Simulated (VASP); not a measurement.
# Mo$_{2}$N (relaxed from the Fe2P structure, space group P-62m): computed properties

Computed with PBEsol GGA, VASP's PBE PAW potentials (set 64) (plane waves; VASP).

space group: P-62m (189)
cell: a = b = 6.4976 Å, c = 2.8600 Å, α = β = 90.00°, γ = 120.00°
volume per atom: 11.62 Å³/atom
band gap (over mesh and band path): none (metal, semimetal or under 0.01 eV)
density: 9.81 g/cm³

```yaml
crystal:
  lattice:
    - [6.49764, 0.00000, 0.00000]
    - [-3.24882, 5.62712, 0.00000]
    - [0.00000, 0.00000, 2.86003]
  atoms:
    - { symbol: Mo, position: [0.23838, 0.00000, 0.00000] }
    - { symbol: Mo, position: [0.00000, 0.23838, 0.00000] }
    - { symbol: Mo, position: [0.76162, 0.76162, 0.00000] }
    - { symbol: Mo, position: [0.57808, 0.00000, 0.50000] }
    - { symbol: Mo, position: [0.00000, 0.57808, 0.50000] }
    - { symbol: Mo, position: [0.42192, 0.42192, 0.50000] }
    - { symbol: N, position: [0.00000, 0.00000, 0.50000] }
    - { symbol: N, position: [0.33333, 0.66667, 0.00000] }
    - { symbol: N, position: [0.66667, 0.33333, 0.00000] }
```

The structure was generated: Mo2N was put into the Fe2P type (P-62m), which need not be its known phase. It was relaxed first. Symmetry was kept, so distortions that lower it aren't found. The electron count is odd and the run is not spin-polarised, which forces a metal.
